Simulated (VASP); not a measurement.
An input for Quantum ESPRESSO's pw.x (written as the equivalent of a VASP run, and not itself run):

```
&CONTROL
  calculation = 'scf'
  pseudo_dir = './pseudo'
  outdir = './out'
  tprnfor = .true.
  tstress = .true.
/
&SYSTEM
  ibrav = 0
  nat = 3
  ntyp = 2
  ecutwfc = 84
  occupations = 'smearing'
  smearing = 'gaussian'
  degauss = 0.00735
  input_dft = 'pbe'
/
&ELECTRONS
  conv_thr = 7.3e-08
  electron_maxstep = 100
/
ATOMIC_SPECIES
  Te 127.600 Te.upf
  Pt 195.084 Pt.upf
CELL_PARAMETERS angstrom
     4.0259000    0.0000000    0.0000000
    -2.0129500    3.4865320    0.0000000
     0.0000000    0.0000000    5.2209000
ATOMIC_POSITIONS crystal
  Te   0.3333330  0.6666670  0.2540000
  Te   0.6666670  0.3333330  0.7460000
  Pt   0.0000000  0.0000000  0.0000000
K_POINTS automatic
  5 5 4 0 0 0
```

### Question
Translate this input to VASP (INCAR, KPOINTS, POSCAR, choice of POTCAR).

### Answer
This is not unique; one that fits is 
KPOINTS:
```
Automatic mesh
0
Gamma
5 5 4
0 0 0
```

POSCAR:
```
Te2Pt
1.0
  4.0259000000   0.0000000000   0.0000000000
 -2.0129500000   3.4865320000   0.0000000000
  0.0000000000   0.0000000000   5.2209000000
Te Pt
2 1
Cart
 -0.0000020129   2.3243558288   1.3261086000
  2.0129520130   1.1621761712   3.8947914000
  0.0000000000   0.0000000000   0.0000000000
```

INCAR:
```
! general
SYSTEM   =  Te2Pt
PREC     =  Accurate
ENCUT    =  300
LREAL    =  .False.   ! projection in real space or not
LASPH    =  .True.

! electronic loop
EDIFF    =  1E-6
NELM     =  100
ALGO     =  Normal
LMAXMIX  =  6

! smearing
ISMEAR   =  0   ! Gaussian
SIGMA    =  0.1   ! width (eV)

! functional
GGA      =  PE   ! PBE

! ions
ISIF     =  2

! output
LWAVE    =  .False.
LCHARG   =  .False.
```

POTCAR, in this order: Te Pt (PBE.64 set). Program: vasp_std.

Limits of the translation: the potentials are each code's own (VASP's PAW set, PseudoDojo norm-conserving files in pw.x), so ENCUT and ecutwfc are chosen apart and not converted; conv_thr bounds pw.x's estimated SCF error, while EDIFF bounds the energy change between steps.

The structure comes from a measured Te2Pt entry of the Crystallography Open Database, whose conditions weren't checked. The cell was not relaxed at this level. The k-mesh is coarse (spacing up to 0.36 per Å, 2π included), so the numbers may not be converged in it.
